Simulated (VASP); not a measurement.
Here is the system:

```
CELL_PARAMETERS angstrom
      1.92262    -3.33007     0.00000
      1.92262     3.33007     0.00000
      0.00000     0.00000     5.96134
ATOMIC_POSITIONS crystal
  La 0.33333 0.66667 0.24518
  La 0.66667 0.33333 0.75482
  O  0.00000 0.00000 0.00000
  O  0.33333 0.66667 0.64612
  O  0.66667 0.33333 0.35388
```

The numbers are results of optB86b-vdW, VASP's PBE PAW potentials (set 64) (plane waves; VASP), not measurements. Settings: 520 eV cut-off, 7×7×4 Γ-centred mesh, Gaussian smearing of 0.050 eV, potentials La O.

Problem. The ions and cell shape at fixed volume are relaxed. Predict the relaxed structure.

Solution. 
```
CELL_PARAMETERS angstrom
      1.94441    -3.36782     0.00000
      1.94441     3.36782     0.00000
      0.00000     0.00000     5.82842
ATOMIC_POSITIONS crystal
  La 0.33333 0.66667 0.24002
  La 0.66667 0.33333 0.75998
  O  0.00000 0.00000 0.00000
  O  0.33333 0.66667 0.65026
  O  0.66667 0.33333 0.34974
```
Space group P-3m1 (164), at a tolerance of 0.03 Å.

Problem. How much energy does the relaxation gain?

Solution. The energy (σ→0) changes by -5.3 meV/atom, in 10 ionic steps.

```tsv
step	E(σ→0) (eV)	max force (eV/Å)	pressure (GPa)	volume (Å³)
1	-33.1571	0.507	9.80	76.33
2	-33.1751	0.118	8.63	76.33
3	-33.1752	0.132	8.54	76.33
4	-33.1798	0.121	8.34	76.33
5	-33.1817	0.112	8.12	76.33
6	-33.1833	0.043	7.98	76.33
7	-33.1835	0.021	7.92	76.33
8	-33.1835	0.019	7.92	76.33
9	-33.1835	0.012	7.96	76.33
10	-33.1835	0.001	7.95	76.33
```

The compound is La2O3 in the a-type structure. This cell is one point of a volume scan, at 0.94 of the reference volume. Symmetry was kept, so distortions that lower it aren't found.
